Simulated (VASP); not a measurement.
All values below come from PBEsol GGA, VASP's PBE PAW potentials (set 64) (plane waves; VASP).

VASP ran on this input.

File POSCAR:
```
BAs
1
    0.0000000000     2.3888033235     2.3888033235
    2.3888033235     0.0000000000     2.3888033235
    2.3888033235     2.3888033235     0.0000000000
B As
1 1
Direct
  0.0000000000   0.0000000000   0.0000000000
  0.2500000000   0.2500000000   0.2500000000
```

**KPOINTS**
```
k-points along high-symmetry lines
15
Line-mode
Reciprocal
  0.000000   0.000000   0.000000 ! GAMMA
 -0.500000  -0.500000   0.000000 ! X

 -0.500000  -0.500000   0.000000 ! X
 -0.375000  -0.375000   0.250000 ! U

 -0.375000  -0.000000   0.375000 ! K
  0.000000   0.000000   0.000000 ! GAMMA

  0.000000   0.000000   0.000000 ! GAMMA
 -0.000000  -0.000000   0.500000 ! L

 -0.000000  -0.000000   0.500000 ! L
 -0.500000  -0.250000   0.250000 ! W

 -0.500000  -0.250000   0.250000 ! W
 -0.500000  -0.500000   0.000000 ! X
```

### INCAR
```
# general
SYSTEM  = BAs
PREC    = Accurate
ENCUT   = 520
LREAL   = .FALSE.
LASPH   = .TRUE.
ICHARG  = 11

# electronic loop
EDIFF   = 1E-7
NELM    = 100
ALGO    = Normal
LMAXMIX = 4

# smearing
ISMEAR  = 0
SIGMA   = 0.05

# functional
GGA     = PS

# output
LWAVE   = .FALSE.
LCHARG  = .FALSE.
LORBIT  = 11
```

POTCAR, in this order: B As (PBE.64 set). Program: vasp_std. Read from the step before: CHGCAR.

Output of the run:

**OSZICAR**
```
       N       E                     dE             d eps       ncg     rms          rms(c)
DAV:   1     0.148323752113E+02    0.14832E+02   -0.39170E+03  1440   0.876E+02
DAV:   2    -0.978287127126E+01   -0.24615E+02   -0.23405E+02  2208   0.102E+02
DAV:   3    -0.101259642421E+02   -0.34309E+00   -0.34309E+00  1640   0.165E+01
DAV:   4    -0.101265295568E+02   -0.56531E-03   -0.56531E-03  2176   0.670E-01
DAV:   5    -0.101265299938E+02   -0.43694E-06   -0.43692E-06  1648   0.120E-02
DAV:   6    -0.101265299959E+02   -0.21383E-08   -0.20350E-08  2184   0.553E-04
   1 F= -.10126530E+02 E0= -.10126530E+02  d E =-.487888E-11
```

**OUTCAR**
```
 val. band max:        6.0396366227   @ k =   0.0000   0.0000   0.0000

 cond. band min:       7.1177861504   @ k =  -0.3929  -0.3929   0.0000



 k-point     1 :       0.0000    0.0000    0.0000
  band No.  band energies     occupation
      1      -9.3939      2.00000
      2       6.0396      2.00000
      3       6.0396      2.00000
      4       6.0396      2.00000
      5       9.2791      0.00000
      6       9.2791      0.00000
      7       9.2791      0.00000
      8      10.7166      0.00000

 k-point     2 :      -0.0357   -0.0357    0.0000
  band No.  band energies     occupation
      1      -9.3658      2.00000
      2       5.8928      2.00000
      3       5.9006      2.00000
      4       5.9006      2.00000
      5       9.1893      0.00000
      6       9.4485      0.00000
      7       9.4485      0.00000
      8      10.8597      0.00000

 k-point     3 :      -0.0714   -0.0714    0.0000
  band No.  band energies     occupation
      1      -9.2817      2.00000
      2       5.4925      2.00000
      3       5.5515      2.00000
      4       5.5515      2.00000
      5       8.9745      0.00000
      6       9.8882      0.00000
      7       9.8882      0.00000
      8      11.1911      0.00000

 k-point     4 :      -0.1071   -0.1071    0.0000
  band No.  band energies     occupation
      1      -9.1419      2.00000
      2       4.9199      2.00000
      3       5.1033      2.00000
      4       5.1033      2.00000
      5       8.7030      0.00000
      6      10.4858      0.00000
      7      10.4858      0.00000
      8      11.5345      0.00000

 k-point     5 :      -0.1429   -0.1429    0.0000
  band No.  band energies     occupation
      1      -8.9471      2.00000
      2       4.2431      2.00000
      3       4.6270      2.00000
      4       4.6270      2.00000
      5       8.4115      0.00000
      6      11.1681      0.00000
      7      11.1681      0.00000
      8      11.7034      0.00000
...
```

The density is held fixed in this step, so its total energy and stress have no physical meaning.

The compound is BAs in the zinc blende structure. It was relaxed first.
